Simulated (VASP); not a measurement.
Method: PBE GGA, VASP's PBE PAW potentials (set 64) (plane waves; VASP).

The input files of a VASP run:

POSCAR:
```
Ta2N
4.8269850
  0.6392120547   0.0000000000   0.0000000000
 -0.3196059238   0.5535739183   0.0000000000
  0.0000000000   0.0000000000   1.0000000000
Ta N
2 1
Cartesian
  0.3196063815   0.1845244549   0.7452900000
 -0.0000002505   0.3690494634   0.2547100000
  0.0000000000   0.0000000000   0.0000000000
```

INCAR:
```
ALGO = Normal
EDIFF = 1E-6
ENCUT = 400
GGA = PE
ISIF = 2
ISMEAR = -1
LASPH = .True.
LCHARG = .False.
LMAXMIX = 6
LREAL = .False.
LWAVE = .False.
NELM = 100
PREC = Accurate
SIGMA = 0.136
SYSTEM = Ta2N
```

File KPOINTS:
```
kpoints
0
G
  14 14 8
0 0 0
```

POTCAR, in this order: Ta_pv N (PBE.64 set). Program: vasp_std.

Output

OUTCAR:
```
 ion  position               nearest neighbor table
   1  0.667  0.333  0.745-   3 2.16   3 2.16   3 2.16   2 2.96   2 2.96   2 2.96   2 3.04   2 3.04
                             2 3.04
   2  0.333  0.667  0.255-   3 2.16   3 2.16   3 2.16   1 2.96   1 2.96   1 2.96   1 3.04   1 3.04
                             1 3.04
   3  0.000  0.000  0.000-   1 2.16   2 2.16   2 2.16   1 2.16   1 2.16   2 2.16
  LATTYP: Found a hexagonal cell.
 ALAT       =     3.0854670000
 C/A-ratio  =     1.5644260658
 Subroutine PRICEL returns:
 Original cell was already a primitive cell.
 Subroutine GETGRP returns: Found 12 space group operations
The static configuration has the point symmetry D_3d.
The dynamic configuration has the point symmetry D_3d.
 Subroutine INISYM returns: Found 12 space group operations
 Subroutine IBZKPT returns following result:
 Found    168 irreducible k-points:

 Following reciprocal coordinates:
            Coordinates               Weight
  0.000000  0.000000  0.000000      1.000000
  0.071429  0.000000  0.000000      6.000000
  0.142857  0.000000  0.000000      6.000000
  0.214286  0.000000  0.000000      6.000000
  0.285714  0.000000  0.000000      6.000000
  0.357143  0.000000  0.000000      6.000000
  0.428571  0.000000  0.000000      6.000000
  0.500000  0.000000  0.000000      3.000000
  0.071429  0.071429  0.000000      6.000000
  0.142857  0.071429  0.000000     12.000000
  0.214286  0.071429  0.000000     12.000000
  0.285714  0.071429  0.000000     12.000000
  0.357143  0.071429  0.000000     12.000000
  0.428571  0.071429  0.000000     12.000000
  0.142857  0.142857  0.000000      6.000000
  0.214286  0.142857  0.000000     12.000000
  0.285714  0.142857  0.000000     12.000000
  0.357143  0.142857  0.000000     12.000000
  0.428571  0.142857  0.000000      6.000000
  0.214286  0.214286  0.000000      6.000000
  0.285714  0.214286  0.000000     12.000000
  0.357143  0.214286  0.000000     12.000000
  0.285714  0.285714  0.000000      6.000000
  0.357143  0.285714  0.000000      6.000000
  0.000000  0.000000  0.125000      2.000000
  0.071429  0.000000  0.125000      6.000000
  0.000000  0.071429  0.125000      6.000000
  0.142857  0.000000  0.125000      6.000000
  0.000000  0.142857  0.125000      6.000000
  0.214286  0.000000  0.125000      6.000000
  0.000000  0.214286  0.125000      6.000000
  0.285714  0.000000  0.125000      6.000000
  0.000000  0.285714  0.125000      6.000000
  0.357143  0.000000  0.125000      6.000000
  0.000000  0.357143  0.125000      6.000000
  0.428571  0.000000  0.125000      6.000000
  0.000000  0.428571  0.125000      6.000000
  0.500000  0.000000  0.125000      6.000000
  0.071429  0.071429  0.125000     12.000000
  0.142857  0.071429  0.125000     12.000000
   k-points           NKPTS =    168   k-points in BZ     NKDIM =    168   number of bands    NBANDS=     17
   number of dos      NEDOS =    301   number of ions     NIONS =      3
   total plane-waves  NPLWV =  12800
   dimension x,y,z NGX =    20 NGY =   20 NGZ =   32
   dimension x,y,z NGXF=    40 NGYF=   40 NGZF=   64
   ions per type =               2   1
   PREC   = accura    normal or accurate (medium, high low for compatibility)
   ISTART =      0    job   : 0-new  1-cont  2-samecut
   ICHARG =      2    charge: 1-file 2-atom 10-const
   ISPIN  =      1    spin polarized calculation?
   LNONCOLLINEAR =      F non collinear calculations
   LSORBIT =      F    spin-orbit coupling
   INIWAV =      1    electr: 0-lowe 1-rand  2-diag
   ENCUT  =  400.0 eV  29.40 Ry    5.42 a.u.   5.03  5.03  7.87*2*pi/ulx,y,z
   NELM   =    100;   NELMIN=  2; NELMDL= -5     # of ELM steps
...
```

File OSZICAR:
```
       N       E                     dE             d eps       ncg     rms          rms(c)
DAV:   1     0.181939606655E+03    0.18194E+03   -0.13455E+04  5720   0.135E+03
DAV:   2    -0.308308966975E+02   -0.21277E+03   -0.21030E+03  6804   0.392E+02
DAV:   3    -0.375529531684E+02   -0.67221E+01   -0.66117E+01  7760   0.640E+01
DAV:   4    -0.376217385971E+02   -0.68785E-01   -0.66726E-01  7284   0.589E+00
DAV:   5    -0.376232642880E+02   -0.15257E-02   -0.14711E-02  7855   0.515E-01    0.281E+01
DAV:   6    -0.347530032093E+02    0.28703E+01   -0.20753E+01  6503   0.288E+01    0.136E+01
DAV:   7    -0.344552942312E+02    0.29771E+00   -0.21922E+00  6614   0.960E+00    0.707E+00
DAV:   8    -0.344053126043E+02    0.49982E-01   -0.25139E-01  7262   0.447E+00    0.497E-01
DAV:   9    -0.344011847540E+02    0.41279E-02   -0.43112E-02  7561   0.131E+00    0.246E-01
DAV:  10    -0.344008434745E+02    0.34128E-03   -0.10128E-02  7003   0.713E-01    0.104E-01
DAV:  11    -0.344005913887E+02    0.25209E-03   -0.21167E-03  6506   0.265E-01    0.270E-02
DAV:  12    -0.344005926521E+02   -0.12633E-05   -0.10135E-04  7414   0.758E-02    0.569E-03
DAV:  13    -0.344005920246E+02    0.62751E-06   -0.31948E-06  7274   0.153E-02
   1 F= -.34400592E+02 E0= -.34364001E+02  d E =-.731828E-01
```

### OUTCAR
```
------------------------ aborting loop because EDIFF is reached ----------------------------------------
  FORCE on cell =-STRESS in cart. coord.  units (eV):
  Direction    XX          YY          ZZ          XY          YZ          ZX
  --------------------------------------------------------------------------------------
  Total        1.1958510      1.1958512      1.5243738      0.0000002      0.0000000      0.0000000
  in kB       48.1436736     48.1436806     61.3696502      0.0000090      0.0000000      0.0000000
  external PRESSURE =      52.5523348 kB  Pullay stress =       0.0000000 kB
  volume of cell :       39.80
      direct lattice vectors                 reciprocal lattice vectors
     3.085467000  0.000000000  0.000000000     0.324100047  0.187119175  0.000000000
    -1.542733000  2.672093000  0.000000000     0.000000000  0.374238471  0.000000000
     0.000000000  0.000000000  4.826985000     0.000000000  0.000000000  0.207168657
 POSITION                                       TOTAL-FORCE (eV/Angst)
 -----------------------------------------------------------------------------------
      1.54274      0.89070      3.59750         0.000000      0.000000     -0.189809
     -0.00000      1.78140      1.22948        -0.000000      0.000000      0.189809
      0.00000      0.00000      0.00000         0.000000      0.000000      0.000000
 -----------------------------------------------------------------------------------
    total drift:                               -0.000000      0.000000      0.000000
  FREE ENERGIE OF THE ION-ELECTRON SYSTEM (eV)
  ---------------------------------------------------
  free  energy   TOTEN  =       -34.4005920246 eV

  energy  without entropy=      -34.3274092199  energy(sigma->0) =      -34.36400062
```
(Selected blocks of OUTCAR.)

### OUTCAR
```
 val. band max:        7.6999223262   @ k =   0.2143   0.0000   0.0000

 cond. band min:       7.7282207850   @ k =   0.0714   0.0000   0.0000


 Fermi energy:         7.7076179997

 k-point     1 :       0.0000    0.0000    0.0000
  band No.  band energies     occupation
      1     -27.9726      2.00000
      2     -27.1823      2.00000
      3     -27.1823      2.00000
      4     -27.0463      2.00000
      5     -27.0463      2.00000
      6     -26.9235      2.00000
      7      -9.8635      2.00000
      8      -0.8447      2.00000
      9       1.5412      2.00000
     10       1.5412      2.00000
     11       2.7625      2.00000
     12       7.0430      1.98502
     13       7.4808      1.68255
     14       7.4808      1.68254
     15       8.0077      0.19836
     16       8.0077      0.19832
     17       8.0085      0.19730

 k-point     2 :       0.0714    0.0000    0.0000
  band No.  band energies     occupation
      1     -27.9560      2.00000
      2     -27.2157      2.00000
      3     -27.1945      2.00000
      4     -27.0800      2.00000
      5     -27.0487      2.00000
      6     -26.9298      2.00000
      7      -9.8057      2.00000
      8      -0.7202      2.00000
      9       1.1209      2.00000
     10       1.5443      2.00000
     11       3.1430      2.00000
     12       6.6143      1.99935
     13       7.0780      1.98067
     14       7.6274      1.28680
     15       7.7282      0.92440
     16       7.7958      0.68673
     17       8.8427      0.00047

 k-point     3 :       0.1429    0.0000    0.0000
  band No.  band energies     occupation
      1     -27.9080      2.00000
      2     -27.3094      2.00000
      3     -27.2271      2.00000
      4     -27.1715      2.00000
      5     -27.0571      2.00000
      6     -26.9494      2.00000
      7      -9.6509      2.00000
      8      -0.3820      2.00000
      9       0.4671      2.00000
     10       1.5416      2.00000
     11       3.6784      2.00000
...
```

At this cut-off the stress carries a Pulay error, which pulls relaxed volumes low. Unless said otherwise, spin-orbit coupling is left out, though it shifts the bands of the heavy elements here.

The structure comes from a computed database's Ta2N entry; how it stands against other phases isn't given here. The cell was not relaxed at this level. The electron count is odd and the run is not spin-polarised, which forces a metal. VASP warned that the highest band is occupied, so more bands are needed.
